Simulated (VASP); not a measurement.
Consider the following.

```
CELL_PARAMETERS angstrom
      3.52658     0.00000     0.00000
      0.00000     3.52658     0.00000
      0.00000     0.00000     3.52658
ATOMIC_POSITIONS crystal
  Al 0.00000 0.00000 0.00000
  Ni 0.00000 0.50000 0.50000
  Ni 0.50000 0.00000 0.50000
  Ni 0.50000 0.50000 0.00000
```
Starting moments (μB, in the order of the record's atoms Al Ni Ni Ni): 0.0 0.3 0.3 0.3.

The numbers are results of r2SCAN meta-GGA, VASP's PBE PAW potentials (set 64) (plane waves; VASP), not measurements. Run with 520 eV cut-off, 10×10×10 Γ-centred mesh, tetrahedra with Blöchl corrections, potentials Al Ni.

The cores are frozen, which limits the accuracy of field gradients.

Question: Give the principal components of the electric field gradient (V/Å²) and the asymmetry η at each nucleus.

Answer: 
```tsv
atom	Vxx	Vyy	Vzz	η
Al1	0.0	0.0	0.0	-
Ni2	1.6	1.6	-3.1	0.00
Ni3	1.6	1.6	-3.1	0.00
Ni4	1.6	1.6	-3.1	0.00
```

The compound is Ni3Al in the L1_2 structure. It was relaxed first.
